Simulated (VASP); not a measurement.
Set up this calculation in VASP 6.6.1, as the native input.

| Property | Result |
| --- | --- |
| Task | single point |
| Functional | PBEsol |
| Potentials or basis | VASP PAW PBE potentials, release 64 (Cu, Ga_d, P) |
| Cutoff | 350 eV |
| k mesh | 2 × 2 × 2 |
| Occupations | gaussian, width 0.03 eV |
| Spin | collinear spin, ferromagnetic start |
| Starting moments | [0.01, 0.0, 0.0, 0.0, 0.0, 0.0, 0.0, 0.0, 0.0, 0.0, 0.0, 0.0, 0.0, 0.0, 0.0, 0.0, 0.0, 0.0, 0.0, 0.0, 0.0, 0.0, 0.0, 0.0] μB |
| Hubbard terms | Cu d U = 5 eV |
| Dq | 0 |
| Further INCAR settings | LREAL = Auto; ALGO = Normal; EDIFF = 1e-05; ISYM = 0 |

The structure of Ga11CuP12 (a cell with a defect) lies in POSCAR:

```
Ga11CuP12                               
1.0
    0.0000000000      8.1757500000      8.1757500000
    5.4505000000      0.0000000000      5.4505000000
    5.4505000000      5.4505000000      0.0000000000
  Cu              Ga              P             
     1    11    12
Direct
     0.9976140367098496    0.0007138858922077    0.0007814879082769
     0.0003404108744225    0.0027745988132963    0.4985769677534456
     0.9993729415378471    0.4996732874904444    0.0023938224120196
     0.9991254994370617    0.4990617841409100    0.4999244292094523
     0.3292451994486014    0.0012755529892520    0.0022452661755577
     0.3297574176932551    0.0012456389733732    0.5013801279289741
     0.3293543478794149    0.5012664224964680    0.0018339296496863
     0.3317467748367257    0.4989649526541284    0.5016563210466105
     0.6675816623348695    0.0003167172005424    0.0040929151466739
     0.6662504442101942    0.9998849939567520    0.4982226350139679
     0.6656836228039614    0.4930008682449730    0.0058955022144401
     0.6662084448250664    0.4975871292789549    0.5026674317977300
     0.0799760014969162    0.1223012072152926    0.1216664466789815
     0.0816543998181681    0.1203166769742968    0.6375124419308494
     0.0810653805219705    0.6367332684487945    0.1210497421596517
     0.0816556229015743    0.6260959254346438    0.6258954877521543
     0.4166723542019375    0.1247903596716795    0.1253439985113543
     0.4156253100592936    0.1237467947751377    0.6268518440197212
     0.4149227588250212    0.6252005401474738    0.1262294920922702
     0.4157768882999811    0.6244933343730023    0.6255012641643496
     0.7587971363771345    0.1190141376822626    0.1247231241508557
     0.7500284787478190    0.1225119105091940    0.6275120031446841
     0.7492701881022958    0.6235991000724084    0.1272801360411477
     0.7490846780566263    0.6227729125645171    0.6283761830971318
```

The input as run:

INCAR

```
  ALGO = Normal
  EDIFF = 1E-5
  ENCUT = 350
  GGA = PS
  ISIF = 2
  ISMEAR = 0
  ISPIN = 2
  ISYM = 0
  LASPH = True
  LCHARG = False
  LDAU = True
  LDAUJ = 0 0 0
  LDAUL = 2 -1 -1
  LDAUPRINT = 1
  LDAUTYPE = 2
  LDAUU = 5 0 0
  LMAXMIX = 4
  LORBIT = 11
  LREAL = Auto
  LWAVE = False
  MAGMOM = 0.01 0 0 0 0 0 0 0 0 0 0 0 0 0 0 0 0 0 0 0 0 0 0 0
  NELM = 120
  PREC = Accurate
  SIGMA = 0.03
```

KPOINTS

```
k-points
0
Gamma
  2 2 2
```

Potentials or basis: VASP PAW PBE potentials, release 64 (Cu, Ga_d, P).

Launch:

```console
$ cat potpaw_PBE.64/Cu/POTCAR potpaw_PBE.64/Ga_d/POTCAR potpaw_PBE.64/P/POTCAR > POTCAR
$ mpirun -np 1 vasp_std > vasp.out
```

It gave:

- Pressure: -1.9 GPa
- Largest force: 0.027 eV/Å
- Band gap on the k mesh: none (metal or under the smearing width)
- Net moment: 0.00 μB per cell
- Valence electrons inside the program's atomic spheres: Cu 10.18; Ga 11.71, 11.70, 11.72; P 2.48, 2.52, 2.51

Caveat: the k mesh is coarse (spacing up to 0.50 Å⁻¹), so the values aren't converged; the cutoff is under 1.25 times the usual one of these potentials, so pressure, stress and relaxed cells hold a basis-set (Pulay) error; the PAW data sets were made with another functional, which shifts forces and pressure a little; the U is typed as a test and isn't derived for this compound.

Wall time 17 min on 1 thread of AMD EPYC 9R45 (Zen 5), with other jobs on the host, peak memory 0.72 GiB.
